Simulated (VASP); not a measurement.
An input for Quantum ESPRESSO's pw.x (written as the equivalent of a VASP run, and not itself run):

```
&CONTROL
  calculation = 'scf'
  pseudo_dir = './pseudo'
  outdir = './out'
  tprnfor = .true.
  tstress = .true.
/
&SYSTEM
  ibrav = 0
  nat = 2
  ntyp = 1
  ecutwfc = 60.3
  occupations = 'tetrahedra'
  input_dft = 'pbe'
/
&ELECTRONS
  conv_thr = 7.3e-09
  electron_maxstep = 100
/
ATOMIC_SPECIES
  Tl 204.380 Tl.upf
CELL_PARAMETERS angstrom
     1.7964594   -3.1115591    0.0000000
     1.7964594    3.1115591    0.0000000
     0.0000000    0.0000000    5.6260807
ATOMIC_POSITIONS crystal
  Tl   0.3333330  0.6666670  0.2500000
  Tl   0.6666670  0.3333330  0.7500000
K_POINTS automatic
  13 13 7 0 0 0
```

Q: Translate this input to VASP (INCAR, KPOINTS, POSCAR, choice of POTCAR).

A: One answer among several that fit: 
File KPOINTS:
```
kpoints
0
gamma
  13 13 7
0 0 0
```

INCAR:
```
! general
SYSTEM  = Tl
PREC    = Accurate
ENCUT   = 520
LREAL   = .FALSE.
LASPH   = .TRUE.

! electronic loop
EDIFF   = 1E-7
NELM    = 100
ALGO    = Normal
LMAXMIX = 4

! smearing
ISMEAR  = -5

! functional
GGA     = PE

! ions
ISIF    = 2

! output
LWAVE   = .FALSE.
LCHARG  = .TRUE.
LORBIT  = 11
NEDOS   = 601
```

### POSCAR
```
Tl
1
    1.7964594078    -3.1115590830     0.0000000000
    1.7964594078     3.1115590830     0.0000000000
    0.0000000000     0.0000000000     5.6260806755
Tl
2
Direct
  0.3333330000   0.6666670000   0.2500000000
  0.6666670000   0.3333330000   0.7500000000
```

POTCAR, in this order: Tl_d (PBE.64 set). Program: vasp_std.

The two are equivalent in intent, not identical: the potentials are each code's own (VASP's PAW set, PseudoDojo norm-conserving files in pw.x), so ENCUT and ecutwfc are chosen apart and not converted; conv_thr bounds pw.x's estimated SCF error, while EDIFF bounds the energy change between steps.

The compound is Tl in the hcp structure. It was relaxed first, which changed the volume by +10 %.
